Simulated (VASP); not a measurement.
Input for VASP

**KPOINTS**
```
Automatic
0
G
  6 6 4
0 0 0
```

File POSCAR:
```
MgTe
1
    2.2916315456    -3.9692226911     0.0000000000
    2.2916315456     3.9692226911    -0.0000000000
    0.0000000000     0.0000000000     7.4566128188
Mg Te
2 2
Direct
  0.6666670000   0.3333330000   0.4997407391
  0.3333330000   0.6666670000   0.9997407391
  0.6666670000   0.3333330000   0.8762592609
  0.3333330000   0.6666670000   0.3762592609
```

INCAR:
```
SYSTEM = MgTe
PREC = Accurate; ENCUT = 520; LREAL = .False.
LASPH = .True.
EDIFF = 1E-7; NELM = 100; ALGO = Normal
LMAXMIX = 4
ISMEAR = -5
GGA = MK; LUSE_VDW = .True.; AGGAC = 0.0
PARAM1 = 0.1234568; PARAM2 = 0.7114; ZAB_VDW = -1.8867
ISIF = 2
LWAVE = .False.; LCHARG = .True.; LORBIT = 11
NEDOS = 601
LEFG = .True.
```

POTCAR, in this order: Mg Te (PBE.64 set). Program: vasp_std.

**Question.** Translate this rev-vdW-DF2 calculation to Quantum ESPRESSO's pw.x.

**Answer.** One equivalent input (not run):
```
&CONTROL
  calculation = 'scf'
  pseudo_dir = './pseudo'
  outdir = './out'
  tprnfor = .true.
  tstress = .true.
/
&SYSTEM
  ibrav = 0
  nat = 4
  ntyp = 2
  ecutwfc = 84
  occupations = 'tetrahedra'
  input_dft = 'vdw-df2-b86r'
/
&ELECTRONS
  conv_thr = 7.3e-09
  electron_maxstep = 100
/
ATOMIC_SPECIES
  Mg 24.305 Mg.upf
  Te 127.600 Te.upf
CELL_PARAMETERS angstrom
     2.2916315   -3.9692227    0.0000000
     2.2916315    3.9692227   -0.0000000
     0.0000000    0.0000000    7.4566128
ATOMIC_POSITIONS crystal
  Mg   0.6666670  0.3333330  0.4997407
  Mg   0.3333330  0.6666670  0.9997407
  Te   0.6666670  0.3333330  0.8762593
  Te   0.3333330  0.6666670  0.3762593
K_POINTS automatic
  6 6 4 0 0 0
```
Limits of the translation: the potentials are each code's own (VASP's PAW set, PseudoDojo norm-conserving files in pw.x), so ENCUT and ecutwfc are chosen apart and not converted; conv_thr bounds pw.x's estimated SCF error, while EDIFF bounds the energy change between steps; the field gradients of LEFG aren't asked of the other code.

The compound is MgTe in the wurtzite structure. It was relaxed first.
